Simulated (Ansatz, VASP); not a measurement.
**BP: VASP beside Ansatz**

Wanted: the spread between two codes on one cell, functional and k mesh. The cell is taken from a series of runs on this material, whose earlier steps may have relaxed, scaled, displaced or heated it; both programs get it as it stands.

Calculated with Ansatz 0.2.0; plane waves, with VASP 6.6.1 beside it; zone-centre phonons at LDA.

## Step 1: Starting point

Symmetry: F-43m, No. 216, cubic system. Conventional cell: a = 4.491 Å, b = 4.491 Å, c = 4.491 Å, α = 90.00°, β = 90.00°, γ = 90.00°. B has 4 P at 1.94 Å nearest. Nearest to P lie 4 B at 1.94 Å. Farther neighbours are not listed.

## Step 2: Ansatz: zone-centre phonons, LDA

Ansatz runs on its PAW soft_1 files.

Second derivatives magnify differences that forces hide, and they need a tight electronic threshold.

Input file input.yaml:

```yaml
crystal:
  lattice:
    - [0.0, 2.2452912016, 2.2452912016]
    - [2.2452912016, 0.0, 2.2452912016]
    - [2.2452912016, 2.2452912016, 0.0]
  atoms:
    - { symbol: B, position: [0.0, 0.0, 0.0] }
    - { symbol: P, position: [0.75, 0.75, 0.75] }
total_charge: -0.033958
kpoints:
  mp_grid: { grid: [36, 36, 36] }
hamiltonian:
  xc: lda
  pseudopotentials: { kind: paw, azcp: { folder: soft_1 }, xc_functional: pbe }
scf:
  occupations: { method: fermi_dirac, width: 0.03 }
output:
  eigenvalues: true
phonons:
  method: dfpt
```

Run with:

```
> ansatz run input.yaml --threads 8 --pin off --max-ram 16384MiB --backend cpu --events-out ev --progress --plain --runs-dir out
```

Numbers of over 12 decimals in the logs are rounded to 6 here.

Log:

```text
zone centre: on kpoints.mp_grid the ground state, and the responses unless they are solved on pairs of k-points, stand on 3349 of the mesh's 46656 k-points, reduced under 8 symmetry operations, with k and −k counted as one. Each operation leaves every solved displacement unchanged or reverses it
Engine: ansatz 0.2.0, aarch64-unknown-linux-gnu
Pseudopotentials: kind: paw
Pseudopotential: B, paw, valence charge 3, recommended cutoff 420 eV (normal), soft_1/B.paw.azcp
Pseudopotential: P, paw, valence charge 5, recommended cutoff 420 eV (normal), soft_1/P.paw.azcp
Functional definition: SPW92
  exchange = slater_x
  correlation = pw_c
Crystal: 2 atoms, lattice volume = 22.639 Å³
Basis set: ecut = 420 eV, 459 PW (Γ), exchange–correlation on 48×48×48 points (8 copies of the dense FFT grid, shifted against one another)
Bands: 9, of which v1, the nominal top of the filled ones, is band 4 counted from 1 (3 counted from 0)
Symmetry: 24 space group operations
k-points: 3349 of 46656 (irreducible under 8 space group operations, time reversal used)
Non-local potential: B, projectors of the file, l = 0: 2, l = 1: 2, l = 2: 1
Non-local potential: P, projectors of the file, l = 0: 2, l = 1: 2, l = 2: 1
PAW form: soft (Blöchl's): semilocal exchange-correlation on the pseudo side does not see the compensation charge
PAW frozen core: B, regenerated for the run's functional, and the local potential with it (the file was generated under x = pbe(κ = 0.804, μ = 0.219515), c = pbe(β = 0.066725))
PAW frozen core: P, regenerated for the run's functional, and the local potential with it (the file was generated under x = pbe(κ = 0.804, μ = 0.219515), c = pbe(β = 0.066725))
PAW one-centre angular grid: B, 110 points (default); XC on 64 Gauss nodes
PAW one-centre angular grid: P, 110 points (default); XC on 64 Gauss nodes
Initial density: superposition of atomic densities (chi_scale 0.1, normalization cell, long waves kept (reshape's long-wave potential 0.00 eV rms))
Initial wavefunctions: pseudopotential atomic-orbital guess
Functional: x = slater, c = lda
SCF iter   1: F=—  HF=-877.103426 eV  |F-HF|=—  |Δ(HF+E_count)|=         —  Δρ=9.56e-2  dr2=2.31e0  ethr=3.10e-3  ⟨swp⟩=6.4  Hψ=271230  notcnv=0
preconditioner: auto → none  [metal: Δε(μ)=0.002 eV  Ē_g=14.221 eV  σ=0.030 eV  W_gap=0.02  n_scr=0 (ndim 8)  ℏωp=22.1 eV  f_vac=0.000  D(μ)=0.18/eV (n_scr^D=0)]
SCF iter   2: F=—  HF=-876.326673 eV  |F-HF|=—  |Δ(HF+E_count)|=   7.77e-1  Δρ=2.97e-2  dr2=1.52e-1  ethr=3.10e-3  ⟨swp⟩=3.0  Hψ=86905  notcnv=0  defer=2769
SCF iter   3: F=—  HF=-876.276590 eV  |F-HF|=—  |Δ(HF+E_count)|=   5.01e-2  Δρ=1.13e-2  dr2=1.78e-2  ethr=1.89e-3  ⟨swp⟩=3.0  Hψ=54613  notcnv=0  defer=2769
SCF iter   4: F=—  HF=-876.271244 eV  |F-HF|=—  |Δ(HF+E_count)|=   5.35e-3  Δρ=1.56e-3  dr2=2.56e-4  ethr=2.22e-4  ⟨swp⟩=3.0  Hψ=53133  notcnv=0  defer=2769
SCF iter   5: F=—  HF=-876.271193 eV  |F-HF|=—  |Δ(HF+E_count)|=   5.10e-5  Δρ=5.72e-5  dr2=2.55e-7  ethr=3.19e-6  ⟨swp⟩=2.1  Hψ=36461  notcnv=0  defer=2769
SCF iter   6: F=—  HF=-876.271193 eV  |F-HF|=—  |Δ(HF+E_count)|=   1.14e-7  Δρ=1.08e-5  dr2=1.12e-8  ethr=3.18e-9  ⟨swp⟩=2.4  Hψ=43667  notcnv=0  defer=2769
SCF iter   7: F=—  HF=-876.271193 eV  |F-HF|=—  |Δ(HF+E_count)|=   1.17e-9  Δρ=5.25e-7  dr2=7.66e-11  ethr=1.40e-10  ⟨swp⟩=2.1  Hψ=39498  notcnv=0  defer=2769
SCF iter   8: F=-876.271193 eV  HF=-876.271193 eV  |F-HF|=0.00e0  |Δ(HF+E_count)|=  3.07e-11  Δρ=6.86e-9  dr2=4.58e-15  ethr=1.00e-12  ⟨swp⟩=11.6  Hψ=187444  notcnv=0
SCF 1 converged in 8 iterations: F = -876.271193 eV  dr2 = 4.58e-15
  greatest PAW one-centre occupation: 0.763 electrons in one spin orbital (limit 2), on the P atom at site 1 (counted from 0), in its partial waves of l = 0
DFPT response loops at Γ: preconditioner auto → Kerker (q_TF=auto, 2.296 Å⁻¹) (partly filled bands, converged f_vac=0.000); β = 1.00, the filter's whole step (`scf.mixing.beta` (0.50) is not read by the response loops under this deck's `scf.mixing.preconditioner`; to damp them name `kerker` or `kerker_dos`, under which they read `scf.mixing.beta`, and type it under 1.00, their step now; both keys bind the ground state too); Broyden in place of MSR1
SCF converged after 8 iterations
Free energy (F): -876.271193 eV
Harris-Foulkes:  -876.271193 eV  (|F-HF|=0.00e0)
Internal energy: -876.270692 eV  (E = F + TS)
E sigma→0 (E₀):  -876.270943 eV
Entropy (-TS):   -0.000500 eV (-0.250 meV/atom)
Fermi energy:    10.901135 eV
--- Per-component energies (eV) ---
  E_band       = 23.312550
  E_kinetic    = 122.997798
  E_local      = -61.082980  (includes V_loc(G=0)·N_el)
  E_nonlocal   = 41.876040
  E_hartree    = 16.682264
  E_xc         = -106.950316
  E_vxc        = -102.508178  (∫ρ·V_xc dr)
  E_paw        = -601.450573  (= ΣΔE_a)
  E_vpaw       = -11.334667  (= ΣTr[D̂ρ^β])
  E_aug_tail   = 0.000009  (compensation charges beyond the density's cutoff)
  E_ewald      = -288.506121
  E_core_change = 0.163186  (= ΣΔE_core)
  E_smearing   = -0.000500  (= −TS)
  E_closure    = -0.000000  (closes the sum)
  E_deformation_potential = -0.568749  (in the stress; not in F)
  Σ components = -876.271193   (vs F -876.271193, Δ=0.00e0)
--- Band table (eV; the first three rows and the last of 3349) ---
  k-point 0: bands = ["-6.2240", "9.4543", "9.4543", "9.4543", "12.8774", "12.8774", "12.8774", "17.2783", "20.9170"]
  k-point 1: bands = ["-6.2097", "9.3278", "9.4275", "9.4275", "12.9142", "12.9142", "12.9353", "17.3173", "20.9655"]
  k-point 2: bands = ["-6.1669", "8.9819", "9.3512", "9.3512", "13.0194", "13.0194", "13.0768", "17.4325", "21.1075"]
  k-point 3348: bands = ["-0.9233", "1.3890", "3.5814", "3.7788", "14.6765", "16.1727", "16.7940", "17.0735", "22.3201"]
--- Phonons (Γ-DFPT): 2 representative perturbations + reference, on 3349 of 46656 k-points (Σ response iterations 5) ---
  k mesh reduced under 8 symmetry operations, with k and −k counted as one. Each operation leaves every solved displacement unchanged or reverses it
  ASR residual: 4.756e-6 → 0.000e0 eV/Å²; symmetrization residual: 1.055e-8 eV/Å²
  ASR residual per site (eV/Å²): 1.24e-6 4.76e-6
  Γ frequencies (cm⁻¹): 0.00 0.00 0.00 809.84 809.84 809.84
  non-analytic LO–TO correction: not included (Born effective charges unavailable; polar crystals: no LO–TO splitting at Γ)
```

The column dr2 measures how far the density is from self-consistency, as an energy; F and HF (Harris–Foulkes) agree once it is small.

## Step 3: VASP: zone-centre phonons, LDA

The same cell, functional (in two slightly different forms), mesh and smearing now go to VASP, with its own data sets.

Lines of VASP's logs that name or quote its potential files are left out, and so is its time.

Input file INCAR:

```
SYSTEM = BP
PREC = Accurate
ENCUT = 500
EDIFF = 1E-08
NELM = 120
ISMEAR = -1
SIGMA = 0.03
LREAL = .FALSE.
ALGO = Normal
GGA = PW92
NELECT = 8.033958
NBANDS = 10
LORBIT = 11
LWAVE = .FALSE.
LCHARG = .FALSE.
ISIF = 2
IBRION = 8
LASPH = .TRUE.
GGA_COMPAT = .FALSE.
KPAR = 2
```

Input file POSCAR:

```
BP
1.0
    0.0000000000      2.2452912016      2.2452912016
    2.2452912016      0.0000000000      2.2452912016
    2.2452912016      2.2452912016      0.0000000000
B P
1 1
Direct
    0.0000000000      0.0000000000      0.0000000000
    0.7500000000      0.7500000000      0.7500000000
```

Input file KPOINTS:

```
Automatic mesh
0
Gamma
36 36 36
0 0 0
```

PAW data sets: B and P (LDA family, release 64).

Run with:

```
> mpirun -np 2 vasp_std
```

Log:

```text
[banner, memory and clock lines left out]
running    2 mpi-ranks, on    1 nodes
 distrk:  each k-point on    1 cores,    2 groups
 distr:  one band on    1 cores,    1 groups

 POSCAR found type information on POSCAR B P
 POSCAR found :  2 types and       2 ions
|                                                                             |
|               ----> ADVICE to this user running VASP <----                  |
|                                                                             |
|     You enforced a specific xc type in the INCAR file but a different       |
|     [... a line on the potential file left out ...]
|     I HOPE YOU KNOW WHAT YOU ARE DOING!                                     |
|                                                                             |

 LDA part: xc-table for (Slater(with rela. corr.)+PW92), standard interpolation
 POSCAR, INCAR and KPOINTS ok, starting setup
 FFT: planning ... GRIDC
 FFT: planning ... GRID_SOFT
 FFT: planning ... GRID
 WAVECAR not read
 entering main loop
       N       E                     dE             d eps       ncg     rms          rms(c)
DAV:   1     0.780550778632E+01    0.78055E+01   -0.39554E+03 24864   0.699E+02
DAV:   2    -0.144460943517E+02   -0.22252E+02   -0.21187E+02 34782   0.111E+02
DAV:   3    -0.150014616978E+02   -0.55537E+00   -0.55402E+00 30352   0.163E+01
DAV:   4    -0.150037588327E+02   -0.22971E-02   -0.22968E-02 30522   0.118E+00
DAV:   5    -0.150037693554E+02   -0.10523E-04   -0.10523E-04 29734   0.754E-02BRMIX: very serious problems
 the old and the new charge density differ
 old charge density:     8.00000 new    8.03396
BRMIX: very serious problems
 the old and the new charge density differ
 old charge density:     8.00000 new    8.03396
    0.769E+00
DAV:   6    -0.142303200318E+02    0.77345E+00   -0.17856E+00 27662   0.631E+00    0.407E+00
DAV:   7    -0.141074085740E+02    0.12291E+00   -0.29546E-01 31642   0.292E+00    0.131E+00
DAV:   8    -0.140944654504E+02    0.12943E-01   -0.35142E-02 29670   0.105E+00    0.242E-01
DAV:   9    -0.140944933424E+02   -0.27892E-04   -0.73120E-04 28092   0.205E-01    0.159E-01
DAV:  10    -0.140944862886E+02    0.70538E-05   -0.14153E-04 27476   0.716E-02    0.360E-02
DAV:  11    -0.140944880762E+02   -0.17876E-05   -0.53045E-06 31280   0.130E-02    0.371E-02
DAV:  12    -0.140944877598E+02    0.31632E-06   -0.20355E-06 27946   0.643E-03    0.914E-03
DAV:  13    -0.140944877663E+02   -0.64906E-08   -0.56096E-08 29006   0.168E-03
   1 F= -.14094488E+02 E0= -.14094239E+02  d E =-.497897E-03
 Linear response reoptimize wavefunctions to high precision
DAV:   1    -0.140944877630E+02    0.33255E-08   -0.11643E-08 27794   0.508E-04
DAV:   2    -0.140944877630E+02   -0.23533E-10   -0.23857E-10 14142   0.129E-04
 Linear response DOF=           2
 Linear response progress:
  Degree of freedom:   1/  2
       N       E                     dE             d eps       ncg     rms          rms(c)
RMM:   1    -0.466349607200E-01   -0.46635E-01   -0.76370E-03316945   0.116E+00
RMM:   2    -0.429135720048E-01    0.37214E-02   -0.11219E-03200107   0.243E-01    0.154E-01
RMM:   3    -0.428676458040E-01    0.45926E-04   -0.24807E-04207119   0.970E-02    0.803E-02
RMM:   4    -0.432936505406E-01   -0.42600E-03   -0.23506E-04202659   0.904E-02    0.983E-03
RMM:   5    -0.432689514733E-01    0.24699E-04   -0.76264E-07216200   0.113E-02    0.117E-03
RMM:   6    -0.432713977228E-01   -0.24462E-05    0.15220E-08216493   0.139E-03    0.455E-04
RMM:   7    -0.432700324215E-01    0.13653E-05    0.21849E-08220120   0.335E-04    0.994E-05
RMM:   8    -0.432703147759E-01   -0.28235E-06    0.72851E-09223320   0.643E-05    0.222E-05
RMM:   9    -0.432702952134E-01    0.19563E-07   -0.62668E-09230340   0.211E-05    0.342E-06
RMM:  10    -0.432703177016E-01   -0.22488E-07   -0.98782E-11227981   0.704E-06    0.132E-06
RMM:  11    -0.432703100352E-01    0.76664E-08    0.21550E-09197265   0.404E-06    0.166E-07
 first order change of Fermi-energy   0.27620E-04
 force on displaced ion       1 direction 1 : -19.221  -0.000  -0.000
 Linear response progress:
  Degree of freedom:   2/  2
       N       E                     dE             d eps       ncg     rms          rms(c)
RMM:   1    -0.439495140419E-01   -0.43950E-01    0.95165E-04297562   0.144E+00
RMM:   2    -0.411090625523E-01    0.28405E-02   -0.10356E-03196731   0.223E-01    0.150E-01
RMM:   3    -0.411385270066E-01   -0.29464E-04   -0.42011E-05209666   0.383E-02    0.848E-02
RMM:   4    -0.414340025948E-01   -0.29548E-03   -0.33334E-05208279   0.367E-02    0.807E-03
RMM:   5    -0.414014781008E-01    0.32524E-04   -0.35455E-06219291   0.652E-03    0.382E-03
RMM:   6    -0.413969017355E-01    0.45764E-05   -0.31610E-07218017   0.844E-04    0.251E-03
RMM:   7    -0.413968707674E-01    0.30968E-07    0.20685E-08220803   0.420E-04    0.133E-04
RMM:   8    -0.413963123192E-01    0.55845E-06    0.37293E-09222364   0.768E-05    0.670E-05
RMM:   9    -0.413962189975E-01    0.93322E-07    0.69203E-09228233   0.244E-05    0.465E-06
RMM:  10    -0.413962285201E-01   -0.95226E-08    0.45517E-09230300   0.626E-06    0.539E-06
 first order change of Fermi-energy  -0.66825E-06
 force on displaced ion       2 direction 1 : -19.224   0.000   0.000
 Linear response finished
```

From OUTCAR (step 3):

```text
NELECT = 8.033958

 ion  position               nearest neighbor table
   1  0.000  0.000  0.000-   2 1.94   2 1.94   2 1.94   2 1.94
   2  0.750  0.750  0.750-   1 1.94   1 1.94   1 1.94   1 1.94

  LATTYP: Found a face centered cubic cell.
 ALAT       =     4.4905824032

 Subroutine GETGRP returns: Found 24 space group operations
 (whereof 24 operations were pure point group operations)

The static configuration has the point symmetry T_d .

 Found   1240 irreducible k-points:

   k-points           NKPTS =   1240   k-points in BZ     NKDIM =   1240   number of bands    NBANDS=     10

   dimension x,y,z NGX =    24 NGY =   24 NGZ =   24
   dimension x,y,z NGXF=    48 NGYF=   48 NGZF=   48

   ENCUT  =  500.0 eV  36.75 Ry    6.06 a.u.   5.79  5.79  5.79*2*pi/ulx,y,z

 k-points in reciprocal lattice and weights: Automatic mesh
   0.00000000  0.00000000  0.00000000       0.000
   0.02777778  0.00000000  0.00000000       0.000
   0.05555556  0.00000000  0.00000000       0.000
   0.08333333  0.00000000  0.00000000       0.000
   0.11111111  0.00000000  0.00000000       0.000
   0.13888889  0.00000000  0.00000000       0.000
   0.16666667  0.00000000  0.00000000       0.000
   0.19444444  0.00000000  0.00000000       0.000
   0.22222222  0.00000000  0.00000000       0.000
[...]
-0.27777778  0.50000000  0.22222222       0.000
  -0.25000000  0.50000000  0.25000000       0.000

 average (electrostatic) potential at core
       1 -29.5511       2 -81.9171

  Total        0.3286819      0.3286819      0.3286819      0.0000000     -0.0000000      0.0000000
  in kB       23.2615324     23.2615324     23.2615324      0.0000000     -0.0000000      0.0000000
  external PRESSURE =      23.2615324 kB  Pullay stress =       0.0000000 kB

  energy-cutoff  :      500.00
  volume of cell :       22.64
      direct lattice vectors                 reciprocal lattice vectors
     0.000000000  2.245291202  2.245291202    -0.222688264  0.222688264  0.222688264
     2.245291202  0.000000000  2.245291202     0.222688264 -0.222688264  0.222688264
     2.245291202  2.245291202  0.000000000     0.222688264  0.222688264 -0.222688264

 POSITION                                       TOTAL-FORCE (eV/Angst)
 -----------------------------------------------------------------------------------
      0.00000      0.00000      0.00000        -0.000000      0.000000      0.000000
      3.36794      3.36794      3.36794         0.000000     -0.000000     -0.000000
 -----------------------------------------------------------------------------------
    total drift:                               -0.000000     -0.000000     -0.000000

 Eigenvectors and eigenvalues of the dynamical matrix
 ----------------------------------------------------

   1 f  =   24.211886 THz   152.127768 2PiTHz  807.621594 cm-1   100.132271 meV
             X         Y         Z           dx          dy          dz
      0.000000  0.000000  0.000000    -0.860958    0.000000    0.000000
      3.367937  3.367937  3.367937     0.508677    0.000000    0.000000

   2 f  =   24.211886 THz   152.127768 2PiTHz  807.621594 cm-1   100.132271 meV
             X         Y         Z           dx          dy          dz
      0.000000  0.000000  0.000000     0.000000   -0.860958    0.000000
      3.367937  3.367937  3.367937     0.000000    0.508677    0.000000

   3 f  =   24.211886 THz   152.127768 2PiTHz  807.621594 cm-1   100.132271 meV
             X         Y         Z           dx          dy          dz
      0.000000  0.000000  0.000000     0.000000    0.000000    0.860958
      3.367937  3.367937  3.367937     0.000000    0.000000   -0.508677

   4 f/i=    0.000632 THz     0.003974 2PiTHz    0.021096 cm-1     0.002616 meV
             X         Y         Z           dx          dy          dz
      0.000000  0.000000  0.000000     0.000000    0.508677    0.000000
      3.367937  3.367937  3.367937     0.000000    0.860958    0.000000

   5 f/i=    0.000632 THz     0.003974 2PiTHz    0.021096 cm-1     0.002616 meV
             X         Y         Z           dx          dy          dz
      0.000000  0.000000  0.000000    -0.508677    0.000000    0.000000
      3.367937  3.367937  3.367937    -0.860958    0.000000    0.000000

   6 f/i=    0.000632 THz     0.003974 2PiTHz    0.021096 cm-1     0.002616 meV
             X         Y         Z           dx          dy          dz
      0.000000  0.000000  0.000000     0.000000    0.000000   -0.508677
      3.367937  3.367937  3.367937     0.000000    0.000000   -0.860958

 ELASTIC MODULI CONTR FROM IONIC RELAXATION (kBar)
 Direction    XX          YY          ZZ          XY          YZ          ZX
 --------------------------------------------------------------------------------
 XX          -0.0000      0.0000      0.0000      0.0000     -0.0000      0.0000
 YY           0.0000     -0.0000     -0.0000      0.0000      0.0000     -0.0000
 ZZ           0.0000     -0.0000     -0.0000     -0.0000      0.0000      0.0000
 XY           0.0000      0.0000     -0.0000   -292.8305     -0.0000      0.0000
 YZ          -0.0000      0.0000      0.0000     -0.0000   -292.8305     -0.0000
 ZX           0.0000     -0.0000      0.0000      0.0000     -0.0000   -292.8305
 --------------------------------------------------------------------------------
```

## Step 4: Differences

Known differences besides the potentials themselves: the cutoff is 420 eV in Ansatz and 500 eV in VASP; VASP's log shows a relativistic correction to its local exchange, Ansatz's none. Total energies have different zeros and are not compared.

Compared:

| quantity | Ansatz | VASP | difference |
| --- | --- | --- | --- |
| optical mode 1 to 3 (cm⁻¹) | 809.8 | 807.6 | +0.27 % |

Modes are paired by rising frequency, not by their patterns, so a pair may set unlike modes beside each other; they are those without the splitting of longitudinal modes. The cell carries a charge of -0.033958 e against a uniform background, so its pressure also hangs on how the neutralising background is counted, and in a defect's cell a gap may be the spacing between its levels.

## Step 5: What came out

```yaml
r_m_s_difference_of_the_optical_zone_centre_modes_each_program_s_sorted_by_frequency_zone_centre_phonons_lda: 2.2 cm⁻¹
```

The r.m.s. difference of the optical zone-centre modes, each program's sorted by frequency is 2.2 cm⁻¹ (zone-centre phonons, LDA). Such differences can come from data sets, numerical settings and the points named under the comparisons, not from the functional's error against experiment.

[Lines on the potential files, build, host, timing and source positions are cut from VASP's logs without a mark.]

[Logs are printed without paths, hosts, clocks, repeated set-up lines and the standing remarks that a program may print on its own settings, such as how far it seeks lower states.]

[Hosts, paths, dates, database ids (printed as entryN), source tags and the programs' standing remarks are cut or masked in the printed files.]
